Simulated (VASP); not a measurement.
An input for Quantum ESPRESSO's pw.x (written as the equivalent of a VASP run, and not itself run):

```
&CONTROL
  calculation = 'scf'
  pseudo_dir = './pseudo'
  outdir = './out'
  tprnfor = .true.
  tstress = .true.
/
&SYSTEM
  ibrav = 0
  nat = 3
  ntyp = 2
  ecutwfc = 84
  occupations = 'smearing'
  smearing = 'gaussian'
  degauss = 0.003675
  input_dft = 'vdw-df2-b86r'
/
&ELECTRONS
  conv_thr = 7.3e-09
  electron_maxstep = 100
/
ATOMIC_SPECIES
  Pb 207.200 Pb.upf
  F 18.998 F.upf
CELL_PARAMETERS angstrom
     0.0000000    2.9398733    2.9398733
     2.9398733    0.0000000    2.9398733
     2.9398733    2.9398733    0.0000000
ATOMIC_POSITIONS crystal
  Pb   0.0000000  0.0000000  0.0000000
  F    0.2500000  0.2500000  0.2500000
  F    0.7500000  0.7500000  0.7500000
K_POINTS automatic
  7 7 7 0 0 0
```

Write the VASP files for the same calculation (rev-vdW-DF2).

Several could match; the one computed here: 
### KPOINTS
```
Automatic mesh
0
Gamma
7 7 7
0 0 0
```

### POSCAR
```
PbF2
4.1576090
  0.0000000000   0.7071067318   0.7071067318
  0.7071067318   0.0000000000   0.7071067318
  0.7071067318   0.7071067318   0.0000000000
Pb F
1 2
direct
  0.0000000000   0.0000000000   0.0000000000
  0.2500000000   0.2500000000   0.2500000000
  0.7500000000   0.7500000000   0.7500000000
```

### INCAR
```
AGGAC = 0.0
ALGO = Normal
EDIFF = 1E-7
ENCUT = 520
GGA = MK
ISIF = 2
ISMEAR = 0
LASPH = .TRUE.
LCHARG = .FALSE.
LMAXMIX = 4
LREAL = .FALSE.
LUSE_VDW = .TRUE.
LWAVE = .FALSE.
NELM = 100
PARAM1 = 0.1234568
PARAM2 = 0.7114
PREC = Accurate
SIGMA = 0.05
SYSTEM = PbF2
ZAB_VDW = -1.8867
```

POTCAR, in this order: Pb_d F (PBE.64 set). Program: vasp_std.

The two are equivalent in intent, not identical: the potentials are each code's own (VASP's PAW set, PseudoDojo norm-conserving files in pw.x), so ENCUT and ecutwfc are chosen apart and not converted; conv_thr bounds pw.x's estimated SCF error, while EDIFF bounds the energy change between steps.

The compound is PbF2 in the fluorite structure, the β form. This cell is one point of a volume scan, at 0.97 of the reference volume.
